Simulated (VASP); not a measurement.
Sb2TeO5, 8 atoms in the cell. Symmetry: P4/mmm, No. 123, tetragonal system. Conventional cell: a = 5.035 Å, b = 5.035 Å, c = 6.409 Å, α = 90.00°, β = 90.00°, γ = 90.00°. Sb (site symmetry 4mm) is surrounded by 1 O at 1.90 Å. Te (site symmetry 4/mmm) is surrounded by 4 O at 3.56 Å and 8 Sb at 4.04 Å. Around O (site symmetry m2m) lie 1 O at 1.42 Å. Around O (site symmetry 4/mmm) lie 2 Sb at 1.90 Å. The cell was built by a generator and needn't be a form met in nature.

* Program: VASP 6.6.1
* Task: relaxation of cell and atoms
* Functional: PBE
* Potentials or basis: VASP PAW PBE potentials, release 64 (Sb, Te, O)
* Cutoff: 520 eV
* k mesh: 3 × 3 × 2
* Occupations: gaussian, width 0.15 eV
* Spin: no spin polarisation
* Further INCAR settings: PREC = Normal; ALGO = Fast; EDIFF = 0.0001; IBRION = 2; EDIFFG = -0.08; NSW = 24; ISIF = 3

Potentials or basis: VASP PAW PBE potentials, release 64 (Sb, Te, O).

Run with:

```bash
$ cat potpaw_PBE.64/Sb/POTCAR potpaw_PBE.64/Te/POTCAR potpaw_PBE.64/O/POTCAR > POTCAR
$ mpirun -np 1 vasp_std > vasp.out
```

Hardware: 1 thread of Intel(R) Xeon(R) 6975P-C (Granite Rapids), on a shared host.

Q: How long does it take, and how much memory?

A: Run time: 73 s on 1 thread of Intel(R) Xeon(R) 6975P-C (Granite Rapids), on a shared host, peak memory 0.19 GiB. Counts: scf iterations 105, k points 6, ion steps 14.
